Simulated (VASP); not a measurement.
A run of VASP 6.6.1 is set up as follows.

The input INCAR:

```
SYSTEM = ZrGaAs
  PREC = Accurate
  ENCUT = 520
  EDIFF = 1E-6
  ISMEAR = 0
  SIGMA = 0.1
  LREAL = .FALSE.
  LASPH = .TRUE.
  NELM = 100
  ALGO = Fast
  ISIF = 2
  LWAVE = .FALSE.
  LCHARG = .FALSE.
  GGA = PE
  NBANDS = 39
```

Contents of KPOINTS:

```
Automatic mesh
0
G
  4 4 4
  0 0 0
```

POSCAR

```
ZrGaAs
1.0
    4.3723391900      0.0000000000      0.0000000000
    0.0000000000      4.3723391900      0.0000000000
    0.0000000000      0.0000000000      6.1834213800
Zr Ga As
2 2 2
Direct
    0.0000000000      0.0000000000      0.7500000000
    0.0000000000      0.0000000000      0.2500000000
    0.5000000000      0.5000000000      0.2500000000
    0.5000000000      0.5000000000      0.7500000000
    0.0000000000      0.5000000000      0.0000000000
    0.5000000000      0.0000000000      0.5000000000
```

Potentials or basis: VASP PAW PBE potentials, release 64 (Zr_sv, Ga_d, As).

The run is started by

```bash
$ cat potpaw_PBE.64/Zr_sv/POTCAR potpaw_PBE.64/Ga_d/POTCAR potpaw_PBE.64/As/POTCAR > POTCAR
$ mpirun -np 1 vasp_std > vasp.out
```

(1) What does it give for the pressure?

(2) What does it give for the band gap on the k mesh?

Results:

(1) 7.3 GPa.

(2) none (metal or under the smearing width).
